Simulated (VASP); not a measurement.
Method: HSE06 screened hybrid, VASP's PBE PAW potentials (set 64) (plane waves; VASP 6.6.1).

The input files of a VASP run:

**POSCAR**
```
Ga35CN35
1
    4.8683178924    -8.4321738171     0.0000000000
    4.8683178924     8.4321738171     0.0000000000
    0.0000000000     0.0000000000    10.5562839808
Ga N C
35 35 1
Direct
  0.2213977555   0.1100614725   0.2485825992
  0.1106996277   0.2221531602   0.9995576118
  0.2245170823   0.1135328674   0.7479695193
  0.1128353502   0.2240584018   0.5015451190
  0.2223398980   0.4440717838   0.2498328163
  0.1112283806   0.5557177988   0.0007485596
  0.2211311117   0.4445468033   0.7515348085
  0.1119013749   0.5570893958   0.5006693863
  0.2222627931   0.7776175898   0.2494489356
  0.1111124077   0.8888350962   0.9994177387
  0.2227353087   0.7788497122   0.7503446723
  0.1151689532   0.8917968737   0.5014531175
  0.5555746866   0.1099373137   0.2486368301
  0.4442508193   0.2215881865   0.9943138046
  0.5556140264   0.1134231976   0.7479151024
  0.5531059661   0.4392746154   0.2445259636
  0.4442053953   0.5562137836   0.9986192114
  0.5564708668   0.4461007446   0.7494515016
  0.4378919790   0.5521240884   0.5058397697
  0.5547549733   0.7759855220   0.2494933260
  0.4444519404   0.8888109713   0.9994429511
  0.5559768698   0.7797221239   0.7506461291
  0.4433139612   0.8915413286   0.5014017857
  0.8889119328   0.1109549154   0.2502955005
  0.7781524349   0.2221579872   0.9995075738
  0.8889233683   0.1112120043   0.7502606443
  0.7779095780   0.2240859424   0.5015643868
  0.8886468644   0.4441424071   0.2498086698
  0.7788168272   0.5563328253   0.9986151640
  0.8900431182   0.4445755656   0.7515248184
  0.7812929177   0.5524645471   0.5057549966
  0.8881489684   0.7760690172   0.2494780829
  0.7778345859   0.8889721190   0.0006372454
  0.8904867322   0.7798484332   0.7506376043
  0.7777139175   0.8887903037   0.5001144983
  0.2021126117   0.1021793163   0.4317380603
  0.1106155135   0.2225410427   0.1874704700
  0.2200446250   0.1101654774   0.9383255827
  0.1107368229   0.2232363285   0.6888630277
  0.2196618729   0.4443836938   0.4386878643
  0.1110540967   0.5552373341   0.1890293900
  0.2214047009   0.4444050306   0.9389395651
  0.1117122473   0.5567018229   0.6887267100
  0.2226008521   0.7785181170   0.4382708297
  0.1100146777   0.8869212010   0.1873972119
  0.2221827981   0.7775890404   0.9381900786
  0.1119404535   0.8899188377   0.6885090159
  0.5667899756   0.1019664922   0.4317796625
  0.4425465933   0.2180559687   0.1838439490
  0.5568792304   0.1100865799   0.9382791538
  0.4461764840   0.2256642450   0.7057749207
  0.4433480694   0.5549268641   0.1861538785
  0.5567725020   0.4467255721   0.9396387834
  0.4431252775   0.5575566191   0.6922222932
  0.5548693613   0.7753726160   0.4386310290
  0.4437452462   0.8868546824   0.1873862422
  0.5562100480   0.7786212694   0.9385342476
  0.4446021505   0.8897952297   0.6884841368
  0.8887836026   0.1108867574   0.4388126027
  0.7788254504   0.2225804658   0.1874894869
  0.8887125016   0.1107206281   0.9383731476
  0.7791471873   0.2232214898   0.6888857475
  0.8914246492   0.4444172652   0.4386572460
  0.7785195126   0.5550483677   0.1861550924
  0.8897034721   0.4444300871   0.9389659016
  0.7812601708   0.5576822105   0.6921959176
  0.8874819385   0.7756991853   0.4386164570
  0.7775429009   0.8882849073   0.1893654548
  0.8892443257   0.7787133441   0.9385451035
  0.7778795070   0.8891354085   0.6881044059
  0.5654717973   0.4640166037   0.4321678889
```

File KPOINTS:
```
Regular mesh
0
Gamma
1 1 1
```

**INCAR**
```
AEXX = 0.25
ALGO = Normal
EDIFF = 1E-5
ENCUT = 400
GGA = PE
HFSCREEN = 0.2
ISIF = 0
ISMEAR = 0
ISYM = 0
LASPH = T
LCHARG = F
LHFCALC = T
LMAXMIX = 4
LREAL = Auto
LWAVE = F
NELM = 50
NELMIN = 4
PREC = Normal
PRECFOCK = Fast
SIGMA = 0.05
SYSTEM = Ga35CN35
```

POTCAR, in this order: Ga N C (PBE.64 set). Program: vasp_gam. Read from the step before: WAVECAR.

The run wrote:

### OUTCAR
```
 ion  position               nearest neighbor table
   1  0.221  0.110  0.249-  36 1.94  49 1.99  45 1.99  37 1.99  16 3.22  10 3.22   2 3.23   9 3.24
                            24 3.24  12 3.24   5 3.25  32 3.25  13 3.25   4 3.26  14 3.28
   2  0.111  0.222  1.000-  38 1.98  61 1.98  42 1.98  37 1.98   7 3.22  26 3.23   1 3.23   5 3.24
                            25 3.24  24 3.24  33 3.24   6 3.25  10 3.25  17 3.25  14 3.25   3 3.25
   3  0.225  0.114  0.748-  51 1.92  39 1.99  47 1.99  38 2.01  14 3.19  12 3.20   4 3.21  15 3.22
                            18 3.24   7 3.24  11 3.25  34 3.25   2 3.25  26 3.26  10 3.26
   4  0.113  0.224  0.502-  36 1.93  40 1.97  39 1.98  59 2.00  19 3.18   3 3.21   7 3.23  26 3.23
                             5 3.24  12 3.25   8 3.25  24 3.26  27 3.26  35 3.26   1 3.26
   5  0.222  0.444  0.250-  37 1.98  52 1.98  41 1.98  40 1.99   6 3.23  20 3.23   2 3.24   4 3.24
                            16 3.24  24 3.24  17 3.25   1 3.25   9 3.25  28 3.25   8 3.25  19 3.26
   6  0.111  0.556  0.001-  42 1.98  65 1.98  46 1.98  41 1.99   9 3.22   7 3.22  30 3.22  28 3.23
                             5 3.23  29 3.24  17 3.24  21 3.24  10 3.24  11 3.24   2 3.25  25 3.25
   7  0.221  0.445  0.752-  54 1.97  42 1.98  39 1.98  43 1.98  19 3.17  17 3.22   2 3.22  30 3.22
                             6 3.22   4 3.23   3 3.24  26 3.24   8 3.24  11 3.25  18 3.26  22 3.26
   8  0.112  0.557  0.501-  40 1.97  63 1.97  44 1.98  43 1.99  31 3.20  19 3.20  11 3.23   9 3.24
                            23 3.24   7 3.24  30 3.24  12 3.24  27 3.25   4 3.25  28 3.25   5 3.25
   9  0.222  0.778  0.249-  56 1.98  45 1.98  41 1.98  44 1.99   6 3.22  21 3.24  10 3.24   8 3.24
                            13 3.24   1 3.24  20 3.25  32 3.25  28 3.25  23 3.25   5 3.25  12 3.25
  10  0.111  0.889  0.999-  38 1.97  69 1.98  46 1.98  45 1.98  34 3.22   1 3.22  11 3.23  29 3.24
                             9 3.24  32 3.24  14 3.24   6 3.24  33 3.25  21 3.25   2 3.25   3 3.26
  11  0.223  0.779  0.750-  47 1.98  58 1.98  43 1.98  46 1.98  12 3.22  23 3.22  10 3.23  21 3.23
                             8 3.23  34 3.24  22 3.24   6 3.24  30 3.25   7 3.25  15 3.25   3 3.25
  12  0.115  0.892  0.501-  36 1.93  47 1.97  44 1.98  67 2.03  23 3.20   3 3.20  11 3.22  34 3.24
                             1 3.24   8 3.24   4 3.25   9 3.25  35 3.27  32 3.28  31 3.28
  13  0.556  0.110  0.249-  48 1.94  49 1.99  56 1.99  60 1.99  16 3.22  21 3.22  25 3.23   9 3.24
                            24 3.24  23 3.24  20 3.25  28 3.25   1 3.25  27 3.26  14 3.28
  14  0.444  0.222  0.994-  50 1.98  38 1.98  53 1.98  49 2.00  15 3.19   3 3.19  18 3.20  16 3.22
                            21 3.24  10 3.24  25 3.25   2 3.25  17 3.26  29 3.26   1 3.28  13 3.28
  15  0.556  0.113  0.748-  51 1.92  62 1.99  58 1.99  50 2.01  14 3.19  23 3.21  27 3.21   3 3.22
                            18 3.24  30 3.24  11 3.25  22 3.25  25 3.25  26 3.26  21 3.26
  16  0.553  0.439  0.245-  49 1.97  71 1.99  52 2.00  64 2.00  14 3.22   1 3.22  13 3.22  29 3.22
                            17 3.22  28 3.24   5 3.24  20 3.27  32 3.27  31 3.36  19 3.36
  17  0.444  0.556  0.999-  53 1.97  52 1.98  57 1.98  42 1.98   7 3.22  16 3.22  22 3.23  18 3.23
                            20 3.23  21 3.24   6 3.24  33 3.24   5 3.25   2 3.25  29 3.26  14 3.26
  18  0.556  0.446  0.749-  51 1.92  66 1.99  54 1.99  53 2.01  19 3.19  31 3.20  14 3.20  29 3.23
                            17 3.23  15 3.24   3 3.24  22 3.25  34 3.25  30 3.26   7 3.26
  19  0.438  0.552  0.506-  54 1.97  40 1.97  71 1.99  55 2.01   7 3.17   4 3.18  18 3.19   8 3.20
                            22 3.22   5 3.26  23 3.28  35 3.29  20 3.30  31 3.34  16 3.36
  20  0.555  0.776  0.249-  52 1.98  56 1.98  68 1.98  55 2.00  33 3.23  17 3.23   5 3.23  21 3.24
...
```

### OSZICAR
```
       N       E                     dE             d eps       ncg     rms          rms(c)
DAV:   1    -0.513629631334E+03   -0.51363E+03   -0.22737E+01   366   0.125E+01    0.995E+00
DAV:   2    -0.513612280662E+03    0.17351E-01   -0.14081E+00   464   0.316E+00    0.644E+00
DAV:   3    -0.513926318372E+03   -0.31404E+00   -0.34082E+00   408   0.158E+00    0.934E+00
DAV:   4    -0.513369626593E+03    0.55669E+00   -0.23737E+01   534   0.786E+00    0.761E+00
DAV:   5    -0.513532467712E+03   -0.16284E+00   -0.32537E+00   558   0.547E+00    0.337E+00
DAV:   6    -0.514283790392E+03   -0.75132E+00   -0.85528E+00   470   0.473E+00    0.971E+00
DAV:   7    -0.512799069696E+03    0.14847E+01   -0.20358E+01   542   0.820E+00    0.636E+00
DAV:   8    -0.513717996289E+03   -0.91893E+00   -0.17720E+00   574   0.449E+00    0.330E+00
DAV:   9    -0.514010835757E+03   -0.29284E+00   -0.50051E+00   462   0.485E+00    0.923E+00
DAV:  10    -0.512839107054E+03    0.11717E+01   -0.18463E+01   534   0.782E+00    0.611E+00
DAV:  11    -0.513722882314E+03   -0.88378E+00   -0.16252E+00   550   0.439E+00    0.318E+00
DAV:  12    -0.513969500188E+03   -0.24662E+00   -0.45719E+00   446   0.469E+00    0.915E+00
DAV:  13    -0.512866122123E+03    0.11034E+01   -0.18476E+01   534   0.777E+00    0.613E+00
DAV:  14    -0.513714714453E+03   -0.84859E+00   -0.16537E+00   566   0.441E+00    0.315E+00
DAV:  15    -0.513975767965E+03   -0.26105E+00   -0.45536E+00   462   0.466E+00    0.916E+00
DAV:  16    -0.512868753307E+03    0.11070E+01   -0.18571E+01   534   0.779E+00    0.614E+00
DAV:  17    -0.513711797106E+03   -0.84304E+00   -0.16607E+00   558   0.443E+00    0.315E+00
DAV:  18    -0.513980552251E+03   -0.26876E+00   -0.45859E+00   454   0.468E+00    0.917E+00
DAV:  19    -0.512865836896E+03    0.11147E+01   -0.18585E+01   534   0.780E+00    0.614E+00
DAV:  20    -0.513712531030E+03   -0.84669E+00   -0.16613E+00   558   0.442E+00    0.315E+00
DAV:  21    -0.513979056353E+03   -0.26653E+00   -0.45812E+00   454   0.468E+00    0.917E+00
DAV:  22    -0.512865645424E+03    0.11134E+01   -0.18570E+01   534   0.780E+00    0.614E+00
DAV:  23    -0.513712160452E+03   -0.84652E+00   -0.16583E+00   550   0.442E+00    0.315E+00
DAV:  24    -0.513979344930E+03   -0.26718E+00   -0.45818E+00   462   0.468E+00    0.917E+00
DAV:  25    -0.512865744020E+03    0.11136E+01   -0.18571E+01   534   0.780E+00    0.614E+00
DAV:  26    -0.513712306565E+03   -0.84656E+00   -0.16619E+00   558   0.442E+00    0.315E+00
DAV:  27    -0.513979341207E+03   -0.26703E+00   -0.45792E+00   454   0.468E+00    0.917E+00
DAV:  28    -0.512865743981E+03    0.11136E+01   -0.18574E+01   534   0.780E+00    0.614E+00
DAV:  29    -0.513711974090E+03   -0.84623E+00   -0.16609E+00   550   0.443E+00    0.315E+00
DAV:  30    -0.513979493819E+03   -0.26752E+00   -0.45797E+00   454   0.468E+00    0.917E+00
DAV:  31    -0.512865313269E+03    0.11142E+01   -0.18555E+01   534   0.780E+00    0.614E+00
DAV:  32    -0.513711955406E+03   -0.84664E+00   -0.16604E+00   558   0.442E+00    0.315E+00
DAV:  33    -0.513979918158E+03   -0.26796E+00   -0.45807E+00   462   0.468E+00    0.917E+00
DAV:  34    -0.512865554584E+03    0.11144E+01   -0.18575E+01   534   0.780E+00    0.614E+00
DAV:  35    -0.513711808462E+03   -0.84625E+00   -0.16611E+00   550   0.443E+00    0.315E+00
DAV:  36    -0.513980170755E+03   -0.26836E+00   -0.45831E+00   462   0.469E+00    0.917E+00
DAV:  37    -0.512865142764E+03    0.11150E+01   -0.18560E+01   534   0.780E+00    0.614E+00
DAV:  38    -0.513712099494E+03   -0.84696E+00   -0.16622E+00   558   0.442E+00    0.315E+00
DAV:  39    -0.513979591520E+03   -0.26749E+00   -0.45760E+00   446   0.468E+00    0.917E+00
DAV:  40    -0.512865456652E+03    0.11141E+01   -0.18561E+01   534   0.780E+00    0.614E+00
DAV:  41    -0.513711819428E+03   -0.84636E+00   -0.16616E+00   550   0.443E+00    0.315E+00
DAV:  42    -0.513979452477E+03   -0.26763E+00   -0.45741E+00   454   0.468E+00    0.917E+00
DAV:  43    -0.512865267007E+03    0.11142E+01   -0.18543E+01   534   0.780E+00    0.614E+00
DAV:  44    -0.513711759052E+03   -0.84649E+00   -0.16609E+00   558   0.442E+00    0.315E+00
DAV:  45    -0.513979969889E+03   -0.26821E+00   -0.45752E+00   446   0.468E+00    0.917E+00
DAV:  46    -0.512865255500E+03    0.11147E+01   -0.18558E+01   534   0.780E+00    0.614E+00
DAV:  47    -0.513711834049E+03   -0.84658E+00   -0.16615E+00   550   0.442E+00    0.315E+00
DAV:  48    -0.513979363543E+03   -0.26753E+00   -0.45717E+00   462   0.468E+00    0.917E+00
DAV:  49    -0.512865337726E+03    0.11140E+01   -0.18542E+01   534   0.780E+00    0.614E+00
DAV:  50    -0.513711787520E+03   -0.84645E+00   -0.16614E+00   558   0.442E+00
   1 F= -.51371179E+03 E0= -.51371179E+03  d E =-.227911E-16
```

File OUTCAR:
```
------------------------ aborting loop EDIFF was not reached (unconverged)  ----------------------------
  volume of cell :      866.68
      direct lattice vectors                 reciprocal lattice vectors
     4.868317892 -8.432173817  0.000000000     0.102704879 -0.059296690  0.000000000
     4.868317892  8.432173817  0.000000000     0.102704879  0.059296690  0.000000000
     0.000000000  0.000000000 10.556283981     0.000000000  0.000000000  0.094730305
  FREE ENERGIE OF THE ION-ELECTRON SYSTEM (eV)
  ---------------------------------------------------
  free  energy   TOTEN  =      -513.7117875203 eV

  energy  without entropy=     -513.7117875203  energy(sigma->0) =     -513.71178752

  exchange ACFDT corr.  =         0.00000000  see jH, gK, PRB 81, 115126
```
(Selected blocks of OUTCAR.)

stdout:
```
...
DAV:  31    -0.512865313269E+03    0.11142E+01   -0.18555E+01   534   0.780E+00    0.614E+00
DAV:  32    -0.513711955406E+03   -0.84664E+00   -0.16604E+00   558   0.442E+00    0.315E+00
DAV:  33    -0.513979918158E+03   -0.26796E+00   -0.45807E+00   462   0.468E+00    0.917E+00
DAV:  34    -0.512865554584E+03    0.11144E+01   -0.18575E+01   534   0.780E+00    0.614E+00
DAV:  35    -0.513711808462E+03   -0.84625E+00   -0.16611E+00   550   0.443E+00    0.315E+00
DAV:  36    -0.513980170755E+03   -0.26836E+00   -0.45831E+00   462   0.469E+00    0.917E+00
DAV:  37    -0.512865142764E+03    0.11150E+01   -0.18560E+01   534   0.780E+00    0.614E+00
DAV:  38    -0.513712099494E+03   -0.84696E+00   -0.16622E+00   558   0.442E+00    0.315E+00
DAV:  39    -0.513979591520E+03   -0.26749E+00   -0.45760E+00   446   0.468E+00    0.917E+00
DAV:  40    -0.512865456652E+03    0.11141E+01   -0.18561E+01   534   0.780E+00    0.614E+00
DAV:  41    -0.513711819428E+03   -0.84636E+00   -0.16616E+00   550   0.443E+00    0.315E+00
DAV:  42    -0.513979452477E+03   -0.26763E+00   -0.45741E+00   454   0.468E+00    0.917E+00
DAV:  43    -0.512865267007E+03    0.11142E+01   -0.18543E+01   534   0.780E+00    0.614E+00
DAV:  44    -0.513711759052E+03   -0.84649E+00   -0.16609E+00   558   0.442E+00    0.315E+00
DAV:  45    -0.513979969889E+03   -0.26821E+00   -0.45752E+00   446   0.468E+00    0.917E+00
DAV:  46    -0.512865255500E+03    0.11147E+01   -0.18558E+01   534   0.780E+00    0.614E+00
DAV:  47    -0.513711834049E+03   -0.84658E+00   -0.16615E+00   550   0.442E+00    0.315E+00
DAV:  48    -0.513979363543E+03   -0.26753E+00   -0.45717E+00   462   0.468E+00    0.917E+00
DAV:  49    -0.512865337726E+03    0.11140E+01   -0.18542E+01   534   0.780E+00    0.614E+00
DAV:  50    -0.513711787520E+03   -0.84645E+00   -0.16614E+00   558   0.442E+00

 -----------------------------------------------------------------------------
|                                                                             |
|           W    W    AA    RRRRR   N    N  II  N    N   GGGG   !!!           |
|           W    W   A  A   R    R  NN   N  II  NN   N  G    G  !!!           |
|           W    W  A    A  R    R  N N  N  II  N N  N  G       !!!           |
|           W WW W  AAAAAA  RRRRR   N  N N  II  N  N N  G  GGG   !            |
|           WW  WW  A    A  R   R   N   NN  II  N   NN  G    G                |
|           W    W  A    A  R    R  N    N  II  N    N   GGGG   !!!           |
|                                                                             |
|     The electronic self-consistency was not achieved in the given           |
|     number of steps (NELM). The forces and other quantities evaluated       |
|     might not be reliable so examine the results carefully. If you find     |
|     spurious results, we suggest increasing NELM, if you were close to      |
|     convergence or switching to a different ALGO or adjusting the           |
|     density mixing parameters otherwise.                                    |
|                                                                             |
 -----------------------------------------------------------------------------

   1 F= -.51371179E+03 E0= -.51371179E+03  d E =-.227911E-16
```

The run did not converge; its last values are not results.

The supercell is sampled at Γ alone, which is coarse: total energies, pressure and levels can be off, energies of defects by several tenths of an eV.

The cell is a supercell with a defect, built from GaN (wurtzite): C_N-vac_Ga. The cell's shape comes from a PBE relaxation. The run is not spin-polarised, so no state with unpaired spins was tried.
